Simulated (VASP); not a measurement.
These are SCAN meta-GGA, VASP's PBE PAW potentials (set 64) (plane waves; VASP) values and carry that method's errors.

VASP input:

**POSCAR**
```
Cu atom
1
   12.0000000000     0.0000000000     0.0000000000
    0.0000000000    12.5000000000     0.0000000000
    0.0000000000     0.0000000000    13.0000000000
Cu
1
Direct
  0.0000000000   0.0000000000   0.0000000000
```

File KPOINTS:
```
Regular mesh
0
G
  1 1 1
```

INCAR:
```
SYSTEM = Cu atom
PREC = Normal
ENCUT = 520
EDIFF = 1E-6
NELM = 200
ALGO = All
LREAL = .FALSE.
LASPH = .TRUE.
ISMEAR = 0
SIGMA = 0.01
METAGGA = SCAN
LMIXTAU = .TRUE.
LMAXMIX = 4
ISPIN = 2
MAGMOM = 1
LORBIT = 10
LWAVE = .FALSE.
LCHARG = .FALSE.
ISYM = 0
NUPDOWN = 1
```

POTCAR, in this order: Cu (PBE.64 set). Program: vasp_gam. Read from the step before: WAVECAR.

The run wrote:

OSZICAR:
```
       N       E                     dE             d eps       ncg     rms           ort
SDA:   1    -0.112316816609E+02   -0.11232E+02    0.00000E+00    10   0.185E+00   0.000E+00
CGA:   2    -0.112422907884E+02   -0.10609E-01   -0.11101E-01    10   0.304E-01   0.933E-03
CGA:   3    -0.112498887222E+02   -0.75979E-02   -0.72562E-02    10   0.403E-02   0.736E-02
CGA:   4    -0.112506695066E+02   -0.78078E-03   -0.80523E-03    10   0.424E-02   0.808E-03
CGA:   5    -0.112512947158E+02   -0.62521E-03   -0.67697E-03    10   0.349E-03   0.712E-03
SDA:   6    -0.112513608081E+02   -0.66092E-04   -0.69516E-04    10   0.225E-03   0.231E-03
SDA:   7    -0.112513825573E+02   -0.21749E-04   -0.25000E-04    10   0.148E-03   0.881E-04
SDA:   8    -0.112514030686E+02   -0.20511E-04   -0.20939E-04    10   0.120E-03   0.504E-04
SDA:   9    -0.112514069766E+02   -0.39080E-05   -0.98268E-05    10   0.627E-04   0.586E-04
SDA:  10    -0.112514158421E+02   -0.88655E-05   -0.95977E-05    10   0.445E-04   0.483E-04
SDA:  11    -0.112514201039E+02   -0.42618E-05   -0.46512E-05    10   0.340E-04   0.362E-04
SDA:  12    -0.112514253903E+02   -0.52864E-05   -0.65878E-05    10   0.231E-04   0.256E-04
SDA:  13    -0.112514255312E+02   -0.14087E-06   -0.24707E-05    10   0.175E-04   0.183E-04
   1 F= -.11251426E+02 E0= -.11251426E+02  d E =-.241230E-17  mag=     1.0000
```

OUTCAR:
```
------------------------ aborting loop because EDIFF is reached ----------------------------------------
  FORCE on cell =-STRESS in cart. coord.  units (eV):
  Direction    XX          YY          ZZ          XY          YZ          ZX
  --------------------------------------------------------------------------------------
  Total       -0.0592671     -0.0193857     -0.0836966     -0.0000030     -0.0000305      0.0000245
  in kB       -0.0486956     -0.0159279     -0.0687676     -0.0000025     -0.0000251      0.0000201
  external PRESSURE =      -0.0444637 kB  Pullay stress =       0.0000000 kB
  volume of cell :     1950.00
      direct lattice vectors                 reciprocal lattice vectors
    12.000000000  0.000000000  0.000000000     0.083333333  0.000000000  0.000000000
     0.000000000 12.500000000  0.000000000     0.000000000  0.080000000  0.000000000
     0.000000000  0.000000000 13.000000000     0.000000000  0.000000000  0.076923077
 POSITION                                       TOTAL-FORCE (eV/Angst)
 -----------------------------------------------------------------------------------
      0.00000      0.00000      0.00000         0.000006      0.000003     -0.000024
 -----------------------------------------------------------------------------------
    total drift:                                0.000006      0.000003     -0.000024
  FREE ENERGIE OF THE ION-ELECTRON SYSTEM (eV)
  ---------------------------------------------------
  free  energy   TOTEN  =       -11.2514255312 eV

  energy  without entropy=      -11.2514255312  energy(sigma->0) =      -11.25142553

 total charge

# of ion       s       p       d       tot
------------------------------------------
    1        0.368   0.000   9.448   9.816

 magnetization (x)

# of ion       s       p       d       tot
------------------------------------------
    1        0.368   0.000  -0.062   0.306
```
(Selected blocks of OUTCAR.)

OUTCAR:
```
 val. band max:       -4.8872402144   @ k =   0.0000   0.0000   0.0000

 cond. band min:      -3.4639305828   @ k =   0.0000   0.0000   0.0000


 Fermi energy:        -4.9929740755

 spin component 1

 k-point     1 :       0.0000    0.0000    0.0000
  band No.  band energies     occupation
      1      -5.2233      1.00000
      2      -5.0620      1.00000
      3      -5.0620      1.00000
      4      -5.0553      1.00000
      5      -5.0454      1.00000
      6      -5.0443      1.00000
      7      -0.6781      0.00000
      8      -0.6768      0.00000
      9      -0.6710      0.00000
     10       0.1262      0.00000

 Fermi energy:        -4.8340008369

 spin component 2

 k-point     1 :       0.0000    0.0000    0.0000
  band No.  band energies     occupation
      1      -4.8938      1.00000
      2      -4.8913      1.00000
      3      -4.8903      1.00000
      4      -4.8882      1.00000
      5      -4.8872      1.00000
      6      -3.4639      0.00000
      7       0.0683      0.00000
      8       0.1704      0.00000
      9       0.1894      0.00000
     10       0.2084      0.00000
```

The atom may not be in its lowest state.

The cell is a free atom in a box.
